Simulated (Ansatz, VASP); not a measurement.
**As2Se: VASP beside Ansatz**

```
CELL_PARAMETERS angstrom
-3.52942 3.52942 2.65357
3.52942 -3.52942 2.65357
3.52942 3.52942 -2.65357
ATOMIC_POSITIONS crystal
As 0.87500 0.12500 0.75000
As 0.37500 0.12500 0.25000
As 0.87500 0.62500 0.75000
As 0.87500 0.12500 0.25000
Se 0.50000 0.50000 0.00000
Se 0.25000 0.75000 0.50000
```

Alike in both runs: task single point; functional PBEsol; k mesh 8 × 8 × 8; occupations gaussian, width 0.3 eV; no spin polarisation.

```csv
,VASP,Ansatz
version,VASP 6.6.1,Ansatz 0.2.0
potentials or method,"VASP PAW PBE potentials, release 64 (As, Se)","scalar-relativistic, plane waves, PAW"
plane-wave cutoff (eV),520,420
valence electrons in the cell,32,92
```

Ansatz gave:

* gap on the k mesh at the Fermi level (eV): none
* pressure (GPa): -3.4
* largest component of the traceless stress (GPa): 0.46

Task: Estimate VASP's values.

Result: gap on the k mesh at the Fermi level (eV): none; pressure (GPa): -3.2; largest component of the traceless stress (GPa): 0.42.

A gap of «none» marks a metal or a gap that the smearing closes. The two sets of potentials don't hold the same shells in valence.

Caveats: the PAW data sets were made with another functional, which shifts forces and pressure a little (VASP).
